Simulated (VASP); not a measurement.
VASP ran on this input.

File KPOINTS:
```
K-points
0
gamma
  10 10 10
0 0 0
```

POSCAR:
```
HgSe
4.4743540
  0.0000000000   0.7071068261   0.7071068261
  0.7071068261   0.0000000000   0.7071068261
  0.7071068261   0.7071068261   0.0000000000
Hg Se
1 1
Direct
  0.0000000000   0.0000000000   0.0000000000
  0.2500000000   0.2500000000   0.2500000000
```

INCAR:
```
GGA=PS   # PBEsol
ISIF=2
SYSTEM=HgSe
ISMEAR=1
LMAXMIX=6   # l cut-off of mixed one-centre charges
SIGMA=0.1   # width (eV)
LCHARG=.FALSE.
NELM=100   # most electronic steps
ALGO=Normal   # blocked Davidson
LASPH=.TRUE.   # aspherical one-centre terms
LWAVE=.FALSE.
PREC=Accurate
EDIFF=1E-7
LREAL=.FALSE.   # projection in real space or not
ENCUT=480   # plane-wave cut-off (eV)
```

POTCAR, in this order: Hg Se (PBE.64 set). Program: vasp_std.

Problem. Write an equivalent input for Ansatz.

Solution. One equivalent input (not run):
Ansatz 0.2 input:
```yaml
crystal:
  lattice:
    - [0.0000000, 3.1638463, 3.1638463]
    - [3.1638463, 0.0000000, 3.1638463]
    - [3.1638463, 3.1638463, 0.0000000]
  atoms:
    - { symbol: Hg, position: [0.0000000, 0.0000000, 0.0000000] }
    - { symbol: Se, position: [0.2500000, 0.2500000, 0.2500000] }
kpoints:
  mp_grid: { grid: [10, 10, 10] }
hamiltonian:
  xc: pbesol
  pseudopotentials: { kind: paw }
scf:
  occupations: { method: methfessel_paxton, width: 0.1 }
  max_iter: 100
output: { forces: true, stress: true, eigenvalues: true }
```
The two are equivalent in intent, not identical: each code has its own PAW files, so the cut-off isn't converted (ENCUT is set for VASP's; basis.ecutwfc is left out, and Ansatz then takes the one that its files recommend); Ansatz stops its SCF on the density residual and VASP on the energy change (EDIFF).

The compound is HgSe in the zinc blende structure. This cell was strained or had an atom moved on purpose.
